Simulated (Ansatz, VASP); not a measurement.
## One calculation of Zn2SbO3, two programs

```xyz
6
Lattice="3.1553 0.0000 0.0000 0.0000 3.1553 0.0000 0.0000 0.0000 8.6255" Properties=species:S:1:pos:R:3 pbc="T T T"
Zn    0.0000    1.5776    5.3240
Zn    1.5776    0.0000    3.3014
Sb    0.0000    0.0000    0.0000
O     1.5776    1.5776    0.0000
O     0.0000    1.5776    3.2473
O     1.5776    0.0000    5.3782
```

Change from the starting cell: species swapped into the Hf2CuSb3 type (P-4m2, No. 115).

Alike in both runs: functional PBE; k mesh 6 × 6 × 4; occupations gaussian, width 0.1 eV; no spin polarisation.

Ansatz relaxed the structure, and its values are those at the end. VASP's run is a single point on that final structure, the one shown.

```csv
,VASP,Ansatz
version,VASP 6.6.1,Ansatz 0.2.0
potentials or method,"VASP PAW PBE potentials, release 64 (Zn, Sb, O)","scalar-relativistic, plane waves, PAW"
plane-wave cutoff (eV),520,420
valence electrons in the cell,47,57
```

|  | VASP | Ansatz | Ansatz less VASP |
| --- | --- | --- | --- |
| gap on the k mesh at the Fermi level (eV) | none | none | - |
| pressure (GPa) | 0.0 | 0.0 | +0.08 |
| rms of the force components (eV/Å) | 0.028 | 0.001 | -0.0269 |

A gap of «none» marks a metal or a gap that the smearing closes. The two sets of potentials don't hold the same shells in valence.

Caveats: an odd number of electrons without spin polarisation forces a metal; a magnetic or distorted state may lie lower. The runs have no spin-orbit coupling, so splittings on Sb are missing.
